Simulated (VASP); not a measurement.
Level of theory: PBE GGA, VASP's PBE PAW potentials (set 64) (plane waves; VASP).

Input for VASP

File KPOINTS:
```
k-points along high-symmetry lines
15
Line-mode
Reciprocal
  0.000000   0.000000   0.000000 ! GAMMA
 -0.500000  -0.500000   0.000000 ! X

 -0.500000  -0.500000   0.000000 ! X
 -0.375000  -0.375000   0.250000 ! U

 -0.375000   0.000000   0.375000 ! K
  0.000000   0.000000   0.000000 ! GAMMA

  0.000000   0.000000   0.000000 ! GAMMA
  0.000000   0.000000   0.500000 ! L

  0.000000   0.000000   0.500000 ! L
 -0.500000  -0.250000   0.250000 ! W

 -0.500000  -0.250000   0.250000 ! W
 -0.500000  -0.500000   0.000000 ! X
```

### INCAR
```
SYSTEM = CdSe
PREC = Accurate
ENCUT = 350
EDIFF = 1E-6
NELM = 100
ALGO = Normal
LREAL = .FALSE.
LASPH = .TRUE.
ISMEAR = 0
SIGMA = 0.05
GGA = PE
LMAXMIX = 4
LWAVE = .FALSE.
LCHARG = .FALSE.
ICHARG = 11
```

### POSCAR
```
CdSe
1
    0.0000000000     3.0950869908     3.0950869908
    3.0950869908    -0.0000000000     3.0950869908
    3.0950869908     3.0950869908    -0.0000000000
Cd Se
1 1
Direct
  1.0000000000   0.0000000000   1.0000000000
  0.2500000000   0.2500000000   0.2500000000
```

POTCAR, in this order: Cd Se (PBE.64 set). Program: vasp_std. Read from the step before: CHGCAR.

The resulting files:

OUTCAR:
```
 ion  position               nearest neighbor table
   1  0.000  0.000  0.000-   2 2.68   2 2.68   2 2.68   2 2.68
   2  0.250  0.250  0.250-   1 2.68   1 2.68   1 2.68   1 2.68
  LATTYP: Found a face centered cubic cell.
 ALAT       =     6.1901739816
 Subroutine PRICEL returns:
 Original cell was already a primitive cell.
 Subroutine GETGRP returns: Found 24 space group operations
The static configuration has the point symmetry T_d .
The dynamic configuration has the point symmetry T_d .
 Subroutine INISYM returns: Found 24 space group operations
   k-points           NKPTS =     90   k-points in BZ     NKDIM =     90   number of bands    NBANDS=     13
   number of dos      NEDOS =    301   number of ions     NIONS =      2
   total plane-waves  NPLWV =  21952
   dimension x,y,z NGX =    28 NGY =   28 NGZ =   28
   dimension x,y,z NGXF=    56 NGYF=   56 NGZF=   56
   ions per type =               1   1
   PREC   = accura    normal or accurate (medium, high low for compatibility)
   ISTART =      0    job   : 0-new  1-cont  2-samecut
   ICHARG =     11    charge: 1-file 2-atom 10-const
   ISPIN  =      1    spin polarized calculation?
   LNONCOLLINEAR =      F non collinear calculations
   LSORBIT =      F    spin-orbit coupling
   INIWAV =      1    electr: 0-lowe 1-rand  2-diag
   ENCUT  =  350.0 eV  25.72 Ry    5.07 a.u.   6.68  6.68  6.68*2*pi/ulx,y,z
...
```

### OSZICAR
```
       N       E                     dE             d eps       ncg     rms          rms(c)
DAV:   1     0.842251229200E+02    0.84225E+02   -0.72865E+03  2412   0.890E+02
DAV:   2    -0.145570225262E+01   -0.85681E+02   -0.82669E+02  2800   0.253E+02
DAV:   3    -0.468553987881E+01   -0.32298E+01   -0.32164E+01  2640   0.507E+01
DAV:   4    -0.469939905550E+01   -0.13859E-01   -0.13858E-01  2730   0.323E+00
DAV:   5    -0.469949192837E+01   -0.92873E-04   -0.92873E-04  2600   0.238E-01
DAV:   6    -0.469949309326E+01   -0.11649E-05   -0.11649E-05  2765   0.245E-02
DAV:   7    -0.469949311036E+01   -0.17106E-07   -0.17111E-07  1936   0.274E-03
   1 F= -.46994931E+01 E0= -.46994931E+01  d E =-.606844E-12
```

OUTCAR:
```
 val. band max:        0.5401978380   @ k =   0.0000   0.0000   0.0000

 cond. band min:       1.0347124683   @ k =   0.0000   0.0000   0.0000



 k-point     1 :       0.0000    0.0000    0.0000
  band No.  band energies     occupation
      1     -11.7733      2.00000
      2      -7.2218      2.00000
      3      -7.2218      2.00000
      4      -7.2218      2.00000
      5      -6.9000      2.00000
      6      -6.9000      2.00000
      7       0.5402      2.00000
      8       0.5402      2.00000
      9       0.5402      2.00000
     10       1.0347      0.00000
     11       6.4658      0.00000
     12       6.4658      0.00000
     13       6.4658      0.00000

 k-point     2 :      -0.0357   -0.0357    0.0000
  band No.  band energies     occupation
      1     -11.7680      2.00000
      2      -7.2193      2.00000
      3      -7.2193      2.00000
      4      -7.2185      2.00000
      5      -6.9008      2.00000
      6      -6.8993      2.00000
      7       0.2904      2.00000
      8       0.5128      2.00000
      9       0.5128      2.00000
     10       1.2954      0.00000
     11       6.3930      0.00000
     12       6.5060      0.00000
     13       6.5060      0.00000

 k-point     3 :      -0.0714   -0.0714    0.0000
  band No.  band energies     occupation
      1     -11.7520      2.00000
      2      -7.2119      2.00000
      3      -7.2119      2.00000
      4      -7.2085      2.00000
      5      -6.9038      2.00000
      6      -6.8975      2.00000
      7      -0.0976      2.00000
      8       0.4335      2.00000
      9       0.4335      2.00000
     10       1.7145      0.00000
     11       6.1986      0.00000
     12       6.6238      0.00000
     13       6.6238      0.00000

 k-point     4 :      -0.1071   -0.1071    0.0000
  band No.  band energies     occupation
      1     -11.7264      2.00000
      2      -7.1998      2.00000
      3      -7.1998      2.00000
      4      -7.1917      2.00000
...
```

The density is held fixed in this step, so its total energy and stress have no physical meaning.

The compound is CdSe in the zinc blende structure, whereas wurtzite is the usual form. It was relaxed first, which changed the volume by +7 %.
